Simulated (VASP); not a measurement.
Set up this calculation in VASP 6.6.1, as the native input.

- Task: relaxation of cell and atoms
- Functional: PBE
- Potentials or basis: VASP PAW PBE potentials, release 64 (Be, Zn, O)
- Cutoff: 520 eV
- k mesh: 4 × 4 × 4
- Occupations: gaussian, width 0.05 eV
- Spin: no spin polarisation
- Further INCAR settings: PREC = Normal; LREAL = Auto; ALGO = Fast; EDIFF = 1e-05; ISYM = 0; IBRION = 2; EDIFFG = -0.03; NSW = 110; ISIF = 3

The structure of Be2ZnO3 lies in POSCAR:

```
Be2ZnO3
1.0
    4.3773875100     -2.5375028900      0.0121662900
    4.4009329100      2.5784733200     -0.0739399400
   -0.0328007500     -0.0795572100      4.6242604700
Be Zn O
4 2 6
Direct
    0.5055597200      0.8546693900      0.5183566800
    0.8385486400      0.5124729700      0.9968009700
    0.1488949500      0.4907263600      0.5006185000
    0.4986580900      0.1765108500      0.0334341400
    0.1929829300      0.8165822900      0.0058342500
    0.8402828900      0.1828837300      0.4958473700
    0.5480098000      0.8526098300      0.8544521200
    0.1626255500      0.4488499300      0.8700837200
    0.7759336400      0.2232623200      0.9267563200
    0.8301343000      0.5592387000      0.3847382300
    0.4635947400      0.1708718300      0.3554929400
    0.2420218600      0.7628047400      0.4339261600
```

The cell was built by a generator and needn't be a form met in nature.

These files were run (other wordings do the same):

INCAR

```
SYSTEM = Be2ZnO3
  PREC = Normal
  ENCUT = 520
  EDIFF = 1E-5
  ISMEAR = 0
  SIGMA = 0.05
  LREAL = Auto
  LASPH = .TRUE.
  NELM = 80
  ALGO = Fast
  ISIF = 3
  LWAVE = .FALSE.
  LCHARG = .FALSE.
  GGA = PE
  IBRION = 2
  NSW = 110
  EDIFFG = -0.03
  ISYM = 0
```

KPOINTS

```
regular mesh
0
G
  4 4 4
  0 0 0
```

Potentials or basis: VASP PAW PBE potentials, release 64 (Be, Zn, O).

Launch:

```bash
$ cat potpaw_PBE.64/Be/POTCAR potpaw_PBE.64/Zn/POTCAR potpaw_PBE.64/O/POTCAR > POTCAR
$ mpirun -np 1 vasp_std > vasp.out
```

Results of the run:

```json
{
 "Relaxed volume": "8.47 Å³/atom",
 "Relaxed cell": "a = 5.034 Å, b = 5.037 Å, c = 4.637 Å, α = 89.97°, β = 90.04°, γ = 59.75°",
 "Space group after relaxing (to 0.05 Å)": "Cmc2_1 (No. 36)",
 "Energy gained by relaxing": "65.5 meV/atom",
 "Ionic steps": "10",
 "Pressure after relaxing": "-0.1 GPa",
 "Largest force after relaxing": "0.028 eV/Å",
 "Band gap on the k mesh": "3.72 eV, indirect (least direct gap 3.73 eV)"
}
```

Run time: 5 min on 1 thread of Intel(R) Xeon(R) Platinum 8488C (Sapphire Rapids), with other jobs on the host, peak memory 0.22 GiB.
